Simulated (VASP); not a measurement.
**Al2Pt with r2SCAN: from relaxation to properties**

Wanted: the relaxed cell of Al2Pt and its properties. The steps: full relaxation (r2SCAN), single point with fields (r2SCAN), band structure (r2SCAN), total and projected DOS (r2SCAN), vibrations at Γ (r2SCAN) and field gradients at the nuclei (r2SCAN). The start is a cell from a database of measured crystal structures.

Calculated with VASP 6.6.1; r2SCAN; plane waves and PAW (Al, Pt).

The database entry behind the starting cell differs from later determinations by our own check (0.1 to 0.3 % short, probably kX units), so it need not match the best structure at ambient conditions.

### 1. The starting structure

Before any relaxation, the start is as follows. The structure is cubic, space group Fm-3m (No. 225). Conventional cell: a = 5.910 Å, b = 5.910 Å, c = 5.910 Å, α = 90.00°, β = 90.00°, γ = 90.00°. Nearest to Al lie 4 Pt at 2.56 Å. Nearest to Pt lie 8 Al at 2.56 Å. Farther neighbours are not listed.

### 2. Full relaxation (r2SCAN)

The start need not lie at this functional's minimum. ISIF = 3 frees volume, shape and positions, and EDIFFG sets the threshold on forces and stress at which the search stops. r2SCAN adds the kinetic-energy density, costs more than a GGA and is run with LASPH.

INCAR

```
SYSTEM = Al2Pt
PREC = Accurate
ENCUT = 400
EDIFF = 1E-06
NELM = 100
ISMEAR = 1
SIGMA = 0.2
LREAL = .FALSE.
ALGO = Normal
METAGGA = R2SCAN
LASPH = .TRUE.
NBANDS = 14
LORBIT = 11
LWAVE = .FALSE.
LCHARG = .FALSE.
KPAR = 2
IBRION = 2
NSW = 60
ISIF = 3
EDIFFG = -0.01
```

POSCAR

```
Al2Pt
1.0
    0.0000000000      2.9550000000      2.9550000000
    2.9550000000      0.0000000000      2.9550000000
    2.9550000000      2.9550000000      0.0000000000
Al Pt
2 1
Direct
    0.2500000000      0.2500000000      0.2500000000
    0.7500000000      0.7500000000      0.7500000000
    0.0000000000      0.0000000000      0.0000000000
```

KPOINTS

```
Automatic mesh
0
Gamma
8 8 8
0 0 0
```

Potentials, in the order of the species: Al and Pt (PBE family, release 64).

On the command line:

```
$ mpirun -np 2 vasp_std
```

The program printed:

```text
[banner, memory and clock lines left out]
running    2 mpi-ranks, on    1 nodes
 distrk:  each k-point on    1 cores,    2 groups
 distr:  one band on    1 cores,    1 groups

 POSCAR found type information on POSCAR AlPt
 POSCAR found :  2 types and       3 ions
|                                                                             |
|               ----> ADVICE to this user running VASP <----                  |
|                                                                             |
|     You enforced a specific xc type in the INCAR file but a different       |
|     [... a line on the potential file left out ...]
|     I HOPE YOU KNOW WHAT YOU ARE DOING!                                     |
|                                                                             |

 LDA part: xc-table for (None), standard interpolation
 POSCAR, INCAR and KPOINTS ok, starting setup
 FFT: planning ... GRIDC
 FFT: planning ... GRID_SOFT
 FFT: planning ... GRID
 WAVECAR not read
 entering main loop
       N       E                     dE             d eps       ncg     rms          rms(c)
DAV:   1    -0.132925534589E+02   -0.13293E+02   -0.58504E+03   836   0.808E+02
DAV:   2    -0.705309065615E+02   -0.57238E+02   -0.50502E+02   976   0.159E+02
DAV:   3    -0.718424179023E+02   -0.13115E+01   -0.13014E+01  1064   0.236E+01
DAV:   4    -0.718529834531E+02   -0.10566E-01   -0.10562E-01   902   0.247E+00
DAV:   5    -0.718531831463E+02   -0.19969E-03   -0.19969E-03  1108   0.356E-01    0.949E+00
DAV:   6    -0.679787196419E+02    0.38745E+01   -0.29987E+00   878   0.167E+01    0.363E+00
DAV:   7    -0.678944452331E+02    0.84274E-01   -0.24289E-01   878   0.484E+00    0.213E+00
DAV:   8    -0.678920539184E+02    0.23913E-02   -0.36305E-02   902   0.145E+00    0.451E-01
DAV:   9    -0.678907125662E+02    0.13414E-02   -0.13404E-02   968   0.118E+00    0.212E-01
DAV:  10    -0.678907255936E+02   -0.13027E-04   -0.59732E-04   944   0.218E-01    0.768E-02
DAV:  11    -0.678907149159E+02    0.10678E-04   -0.99815E-05   998   0.756E-02    0.125E-02
DAV:  12    -0.678907192067E+02   -0.42908E-05   -0.19175E-06   890   0.133E-02    0.581E-03
DAV:  13    -0.678907164307E+02    0.27759E-05   -0.54062E-07   598   0.719E-03    0.998E-04
DAV:  14    -0.678907165598E+02   -0.12904E-06   -0.40030E-08   472   0.160E-03
   1 F= -.67890717E+02 E0= -.67889763E+02  d E =-.678907E+02
 curvature:   0.00 expect dE= 0.000E+00 dE for cont linesearch  0.000E+00
 trial: gam= 0.00000 g(F)=  0.726E-45 g(S)=  0.247E-02 ort = 0.000E+00 (trialstep = 0.100E+01)
 search vector abs. value=  0.247E-02
 bond charge predicted
       N       E                     dE             d eps       ncg     rms          rms(c)
DAV:   1    -0.679074272155E+02   -0.16711E-01   -0.23696E-01   896   0.471E+00    0.818E-01
DAV:   2    -0.678911721962E+02    0.16255E-01   -0.69911E-02   920   0.266E+00    0.223E-01
DAV:   3    -0.678906283760E+02    0.54382E-03   -0.27290E-03   892   0.515E-01    0.722E-02
DAV:   4    -0.678905590170E+02    0.69359E-04   -0.20996E-04   938   0.799E-02    0.322E-02
DAV:   5    -0.678905626173E+02   -0.36003E-05   -0.45089E-05   974   0.632E-02    0.168E-02
DAV:   6    -0.678905613689E+02    0.12484E-05   -0.57922E-06   970   0.218E-02    0.544E-03
DAV:   7    -0.678905605355E+02    0.83335E-06   -0.26159E-07   472   0.362E-03
   2 F= -.67890561E+02 E0= -.67889617E+02  d E =0.156024E-03
 trial-energy change:    0.000156  1 .order    0.000291   -0.002465    0.003046
 step:   0.4839(harm=  0.4473)  dis= 0.00000  next Energy=   -67.891328 (dE=-0.612E-03)
 bond charge predicted
       N       E                     dE             d eps       ncg     rms          rms(c)
DAV:   1    -0.678958866332E+02   -0.53253E-02   -0.63100E-02   896   0.243E+00    0.415E-01
DAV:   2    -0.678915097819E+02    0.43769E-02   -0.18389E-02   926   0.137E+00    0.116E-01
DAV:   3    -0.678913639407E+02    0.14584E-03   -0.69147E-04   880   0.257E-01    0.421E-02
DAV:   4    -0.678913308178E+02    0.33123E-04   -0.53344E-05   956   0.399E-02    0.180E-02
DAV:   5    -0.678913268928E+02    0.39250E-05   -0.11330E-05   962   0.315E-02    0.874E-03
DAV:   6    -0.678913272859E+02   -0.39317E-06   -0.13414E-06   442   0.109E-02
   3 F= -.67891327E+02 E0= -.67890378E+02  d E =-.610726E-03
 curvature:  -0.22 expect dE=-0.205E-05 dE for cont linesearch -0.205E-05
 trial: gam= 0.00000 g(F)=  0.239E-43 g(S)=  0.919E-05 ort =-0.150E-03 (trialstep = 0.897E+00)
 search vector abs. value=  0.919E-05
 reached required accuracy - stopping structural energy minimisation
```

It took 36 s on 2 MPI ranks of Intel Xeon 6975P-C (Granite Rapids), shared host; peak memory 0.3 GiB.

The logs omit lines about the potential files and the build; timing stands in the text.

From OUTCAR (step 2):

```text
ion  position               nearest neighbor table
   1  0.250  0.250  0.250-   3 2.56   3 2.56   3 2.56   3 2.56   2 2.96   2 2.96   2 2.96   2 2.96
                             2 2.96   2 2.96
   2  0.750  0.750  0.750-   3 2.56   3 2.56   3 2.56   3 2.56   1 2.96   1 2.96   1 2.96   1 2.96
                             1 2.96   1 2.96
   3  0.000  0.000  0.000-   2 2.56   2 2.56   2 2.56   1 2.56   2 2.56   1 2.56   1 2.56   1 2.56

  LATTYP: Found a face centered cubic cell.
 ALAT       =     5.9100000000

 Subroutine GETGRP returns: Found 48 space group operations
 (whereof 48 operations were pure point group operations)

The static configuration has the point symmetry O_h .

 Found     29 irreducible k-points:

   k-points           NKPTS =     29   k-points in BZ     NKDIM =     29   number of bands    NBANDS=     14

   dimension x,y,z NGX =    28 NGY =   28 NGZ =   28
   dimension x,y,z NGXF=    56 NGYF=   56 NGZF=   56

   ENCUT  =  400.0 eV  29.40 Ry    5.42 a.u.   6.81  6.81  6.81*2*pi/ulx,y,z

   NELECT =      16.0000    total number of electrons

 k-points in reciprocal lattice and weights: Automatic mesh
   0.00000000  0.00000000  0.00000000       0.002
   0.12500000  0.00000000  0.00000000       0.016
   0.25000000  0.00000000  0.00000000       0.016
   0.37500000  0.00000000  0.00000000       0.016
   0.50000000  0.00000000  0.00000000       0.008
   0.12500000  0.12500000  0.00000000       0.012
   0.25000000  0.12500000  0.00000000       0.047
   0.37500000  0.12500000  0.00000000       0.047
   0.50000000  0.12500000  0.00000000       0.047
[...]
-0.37500000  0.50000000  0.12500000       0.023
  -0.25000000  0.50000000  0.25000000       0.012

 average (electrostatic) potential at core
       1 -75.3162       2 -75.3162       3 -72.0022

 E-fermi :   7.8318

 k-point     1 :       0.0000    0.0000    0.0000
  band No.  band energies     occupation
    ...
      2       2.5049      2.00000
      3       2.5049      2.00000
      4       2.5049      2.00000
      5       3.9285      2.00000
      6       3.9285      2.00000
      7      11.5690     -0.00000
      8      11.8322      0.00000
      9      11.8322      0.00000
     10      11.8322      0.00000
     11      13.6685      0.00000
    ...

 k-point     2 :       0.1250    0.0000    0.0000
  band No.  band energies     occupation
    ...
      2       2.3850      2.00000
      3       2.5801      2.00000
      4       2.5801      2.00000
      5       3.9061      2.00000
      6       3.9061      2.00000
      7       9.6326     -0.00000
      8      11.2681     -0.00000
      9      11.2681     -0.00000
     10      11.8370      0.00000
     11      14.2562      0.00000
    ...

 k-point     3 :       0.2500    0.0000    0.0000
  band No.  band energies     occupation
    ...
      3       2.7372      2.00000
      4       2.7372      2.00000
      5       3.9162      2.00000
      6       3.9162      2.00000
      7       6.9495      2.00000
      8      10.2306     -0.00000
      9      10.2306     -0.00000
     10      12.2503      0.00000
     11      13.7780      0.00000
     12      13.7780      0.00000
    ...

  Total        0.0138004      0.0138004      0.0138004      0.0000000      0.0000000      0.0000000
  in kB        0.4307189      0.4307189      0.4307189      0.0000000      0.0000000      0.0000000
  external PRESSURE =       0.4307189 kB  Pullay stress =       0.0000000 kB

  energy-cutoff  :      400.00
  volume of cell :       51.33
      direct lattice vectors                 reciprocal lattice vectors
     0.000000000  2.949802483  2.949802483    -0.169502874  0.169502874  0.169502874
     2.949802483 -0.000000000  2.949802483     0.169502874 -0.169502874  0.169502874
     2.949802483  2.949802483  0.000000000     0.169502874  0.169502874 -0.169502874

 POSITION                                       TOTAL-FORCE (eV/Angst)
 -----------------------------------------------------------------------------------
      1.47490      1.47490      1.47490        -0.000000     -0.000000     -0.000000
      4.42470      4.42470      4.42470         0.000000      0.000000      0.000000
      0.00000     -0.00000      0.00000        -0.000000     -0.000000      0.000000
 -----------------------------------------------------------------------------------
    total drift:                                0.000000      0.000000      0.000000

  FREE ENERGIE OF THE ION-ELECTRON SYSTEM (eV)
  ---------------------------------------------------
  free  energy   TOTEN  =       -67.8913272859 eV

  energy  without entropy=      -67.8884808632  energy(sigma->0) =      -67.89037848

 reached required accuracy - stopping structural energy minimisation

 total charge
# of ion       s       p       d       tot
------------------------------------------
    1        0.398   0.378   0.000   0.776
    2        0.398   0.378   0.000   0.776
    3        0.837   0.743   8.161   9.742
--------------------------------------------------
tot          1.634   1.499   8.161  11.294

[... 3 further parts left out ...]
```

CONTCAR:

```
Al2Pt
   1.00000000000000
     0.0000000000000000    2.9498024827728373    2.9498024827728373
     2.9498024827728373   -0.0000000000000000    2.9498024827728373
     2.9498024827728373    2.9498024827728373    0.0000000000000000
  Al              Pt
     2     1
Direct
     0.2500000000000000    0.2500000000000000    0.2500000000000000
     0.7500000000000000    0.7500000000000000    0.7500000000000000
     0.0000000000000000    0.0000000000000000    0.0000000000000000
```

The PAW data sets were made with PBE, which is usual practice but a small mismatch for other functionals. The run keeps the 48 symmetry operations of its start, so it cannot find a distortion of lower symmetry.

Relaxation path:

```
step  energy less that of the first step (eV)  largest force (eV/Å)  pressure (GPa)  volume (Å³)
   1                                   0.0000                0.0000           -0.70        51.61
   2                                   0.0002                0.0000            0.88        51.05
   3                                  -0.0006                0.0000            0.04        51.33
```

```
conventional cell, symmetrised  before  after  change
                         a (Å)   5.910  5.900  -0.2 %
                         b (Å)   5.910  5.900  -0.2 %
                         c (Å)   5.910  5.900  -0.2 %
              volume (Å³/atom)   17.20  17.11  -0.5 %
```

The relaxed structure:

```xyz
3
Lattice="0.0000 2.9498 2.9498 2.9498 0.0000 2.9498 2.9498 2.9498 0.0000" Properties=species:S:1:pos:R:3 pbc="T T T"
Al    1.4749    1.4749    1.4749
Al    4.4247    4.4247    4.4247
Pt    0.0000    0.0000    0.0000
```

Numbers from this step:

* electrons: 16
* bands: 14
* irreducible k-points: 29
* symmetry operations: 48
* free energy (TOTEN): -67.8913 eV
* energy at zero smearing: -67.8904 eV
* Fermi energy: 7.832 eV
* pressure: 0.04307 GPa
* metallic: yes
* SCF cycles over all ionic steps: 27

It ends with forces that vanish by symmetry and a pressure of 0.04 GPa. The volume lies -0.5 % from that of the database's start, which holds the thermal and zero-point expansion of its experiment.

[end of part 1 of 4]

[Lines on the potential files, build, host, timing and source positions are cut from VASP's logs without a mark.]

[Logs are printed without paths, hosts, clocks, repeated set-up lines and the standing remarks that a program may print on its own settings, such as how far it seeks lower states.]

[Hosts, paths, dates, database ids (printed as entryN), source tags and the programs' standing remarks are cut or masked in the printed files.]

[A measured line is paired with the nearest computed mode of its activity, which favours agreement.]
